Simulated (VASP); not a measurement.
Data:

```xyz
4
Lattice="3.2757 0.0000 0.0000 -1.6379 2.8369 0.0000 0.0000 0.0000 7.1770" Properties=species:S:1:pos:R:3 pbc="T T T"
Mo     0.0000     0.0000     0.0000
Mo     0.0000     0.0000     3.5885
Se     0.0000     1.8912     1.7942
Se     1.6379     0.9456     5.3827
```

Method: PBE GGA, VASP's PBE PAW potentials (set 64) (plane waves; VASP). Numerical set-up: 400 eV cut-off, 12×12×5 Γ-centred mesh, tetrahedra with Blöchl corrections, potentials Mo_sv Se.

The cores are frozen, which limits the accuracy of field gradients.

### Question
Give the principal components of the electric field gradient (V/Å²) and the asymmetry η at each nucleus.

### Answer

```json
[
 {"atom": "Mo1", "Vxx": "-5.3", "Vyy": "-5.2", "Vzz": "10.5", "η": "0.00"},
 {"atom": "Mo2", "Vxx": "-5.3", "Vyy": "-5.2", "Vzz": "10.5", "η": "0.00"},
 {"atom": "Se3", "Vxx": "-17.0", "Vyy": "-17.0", "Vzz": "34.1", "η": "0.00"},
 {"atom": "Se4", "Vxx": "-17.0", "Vyy": "-17.0", "Vzz": "34.1", "η": "0.00"}
]
```

The structure was generated: MoSe was put into the NiAs type type (P6_3/mmc), which need not be its known phase. It was relaxed first, which changed the volume by -33 %.
